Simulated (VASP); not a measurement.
Input for VASP

**INCAR**
```
SYSTEM = PbF2
PREC = Accurate
ENCUT = 520
EDIFF = 1E-6
NELM = 100
ALGO = Normal
LREAL = .FALSE.
LASPH = .TRUE.
ISMEAR = 0
SIGMA = 0.05
GGA = PE
LMAXMIX = 4
LWAVE = .FALSE.
LCHARG = .FALSE.
ISIF = 2
ISPIN = 2
MAGMOM = 1.0 1.0 1.0 1.0 1.0
```

File KPOINTS:
```
Automatic mesh
0
Gamma
6 6 6
0 0 0
```

### POSCAR
```
PbF2
1
    1.7690560000     1.0213650000     5.3632860000
   -1.7690560000     1.0213650000     5.3632860000
    0.0000000000    -2.0427300000     5.3632860000
Pb F
1 2
Direct
  0.0000000000   0.0000000000   0.0000000000
  0.2520000000   0.2520000000   0.2520000000
  0.7480000000   0.7480000000   0.7480000000
```

POTCAR, in this order: Pb_d F (PBE.64 set). Program: vasp_std.

Problem. One choice in this input is risky. Which, and does it do harm here?

Solution. The risk: MAGMOM holds more values than there are atoms. Here it does no harm: the run (PBE GGA, plane waves, VASP's PBE PAW potentials (set 64)) converges to the same energy and pressure as with the safe setting.
### OSZICAR
```
       N       E                     dE             d eps       ncg     rms          rms(c)
DAV:   1     0.307546886653E+03    0.30755E+03   -0.14422E+04  2568   0.152E+03
DAV:   2     0.151734113215E+02   -0.29237E+03   -0.27689E+03  2800   0.435E+02
DAV:   3    -0.136403752995E+02   -0.28814E+02   -0.28473E+02  3040   0.148E+02
DAV:   4    -0.145077710546E+02   -0.86740E+00   -0.86660E+00  2888   0.275E+01
DAV:   5    -0.145377360349E+02   -0.29965E-01   -0.29964E-01  3156   0.525E+00    0.134E+01
DAV:   6    -0.133569570897E+02    0.11808E+01   -0.11185E+01  3760   0.264E+01    0.379E+00
DAV:   7    -0.134568449734E+02   -0.99888E-01   -0.64931E-01  2692   0.532E+00    0.162E+00
DAV:   8    -0.134465788320E+02    0.10266E-01   -0.64514E-02  2640   0.246E+00    0.677E-01
DAV:   9    -0.134444779701E+02    0.21009E-02   -0.18190E-02  2764   0.128E+00    0.225E-01
DAV:  10    -0.134448656945E+02   -0.38772E-03   -0.23990E-03  3036   0.336E-01    0.873E-02
DAV:  11    -0.134452256895E+02   -0.36000E-03   -0.35383E-04  2640   0.173E-01    0.405E-02
DAV:  12    -0.134453602889E+02   -0.13460E-03   -0.15713E-04  2648   0.114E-01    0.148E-02
DAV:  13    -0.134453578003E+02    0.24885E-05   -0.24796E-05  2696   0.419E-02    0.531E-03
DAV:  14    -0.134453575231E+02    0.27719E-06   -0.74413E-06  2620   0.230E-02
   1 F= -.13445358E+02 E0= -.13445358E+02  d E =-.246196E-20  mag=     0.0000
```

The structure was generated: PbF2 was put into the CdCl2 type (R-3m), which need not be its known phase. The cell was not relaxed at this level.
